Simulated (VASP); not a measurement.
OSZICAR of a VASP run on TiB$_{2}$ (relaxed from the CrSi2 structure, space group P6_222):

File OSZICAR:
```
       N       E                     dE             d eps       ncg     rms          rms(c)
DAV:   1     0.617946593509E+03    0.61795E+03   -0.26757E+04  3584   0.194E+03
DAV:   2     0.172692376602E+02   -0.60068E+03   -0.59368E+03  3592   0.569E+02
DAV:   3    -0.637043527315E+02   -0.80974E+02   -0.80167E+02  6184   0.171E+02
DAV:   4    -0.710983870673E+02   -0.73940E+01   -0.73574E+01  5392   0.461E+01
DAV:   5    -0.714503299696E+02   -0.35194E+00   -0.35143E+00  5368   0.920E+00    0.285E+01
DAV:   6    -0.637918136910E+02    0.76585E+01   -0.67005E+01  5088   0.604E+01    0.787E+00
DAV:   7    -0.633921981184E+02    0.39962E+00   -0.99399E+00  5064   0.214E+01    0.643E+00
DAV:   8    -0.633290357926E+02    0.63162E-01   -0.10118E+00  5536   0.717E+00    0.143E+00
DAV:   9    -0.633373576047E+02   -0.83218E-02   -0.19796E-01  5072   0.319E+00    0.607E-01
DAV:  10    -0.633390851733E+02   -0.17276E-02   -0.10693E-02  5152   0.754E-01    0.141E-01
DAV:  11    -0.633393416201E+02   -0.25645E-03   -0.20286E-03  5320   0.292E-01    0.770E-02
DAV:  12    -0.633392939186E+02    0.47702E-04   -0.49369E-04  5384   0.148E-01    0.160E-02
DAV:  13    -0.633392960401E+02   -0.21215E-05   -0.64849E-05  5080   0.635E-02    0.115E-02
DAV:  14    -0.633392951582E+02    0.88188E-06   -0.43546E-06  4480   0.170E-02    0.197E-03
DAV:  15    -0.633392947958E+02    0.36245E-06   -0.61360E-07  4624   0.469E-03    0.100E-03
DAV:  16    -0.633392951878E+02   -0.39201E-06   -0.67772E-08  2872   0.203E-03    0.365E-04
DAV:  17    -0.633392951197E+02    0.68110E-07   -0.24631E-08  2728   0.169E-03
   1 F= -.63339295E+02 E0= -.63339295E+02  d E =0.000000E+00
```

Problem. Which electronic solver shows in the log?

Solution. It is blocked Davidson (ALGO = Normal, or the opening steps of other solvers). The INCAR had ALGO = Normal.

Problem. Can the final energy be trusted as converged?

Solution. Self-consistency was reached. It stopped with EDIFF = 1E-7, NELM = 100 (PBEsol GGA, plane waves, VASP's PBE PAW potentials (set 64)).

The structure was generated: TiB2 was put into the CrSi2 type (P6_222), which need not be its known phase. It was relaxed first, which changed the volume by +6 %.
